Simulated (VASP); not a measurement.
Given:

```yaml
crystal:
  lattice:
    - [1.82634, -3.16333, 0.00000]
    - [1.82634, 3.16333, 0.00000]
    - [0.00000, 0.00000, 4.24375]
  atoms:
    - { symbol: Pt, position: [0.00000, 0.00000, 0.00000] }
    - { symbol: Se, position: [0.33333, 0.66667, 0.29158] }
    - { symbol: Se, position: [0.66667, 0.33333, 0.70842] }
```

These are PBE GGA, VASP's PBE PAW potentials (set 64) (plane waves; VASP) values and carry that method's errors. Run with 500 eV cut-off, 10×10×7 Γ-centred mesh, first-order Methfessel-Paxton smearing of 0.10 eV, potentials Pt Se.

Without a dispersion term in the relaxation, distances and binding between the weakly bound layers, chains or molecules are unreliable, and so is what depends on them. Unless said otherwise, spin-orbit coupling is left out, though it shifts the bands of the heavy elements here.

Task: What does the run give for the energy per atom (σ→0), pressure, band gap (on the k-mesh) with the smallest direct gap where there is one?

Result: 
The band gap (on the k-mesh) comes out as none (metal, semimetal or under 0.01 eV), the energy per atom (σ→0) comes out as -4.424 eV/atom and the pressure is 29.98 GPa.

Only differences to runs with the same potentials and settings are physical.

The compound is PtSe2 in the 1T layered structure. It was relaxed first under an external pressure of 30 GPa.
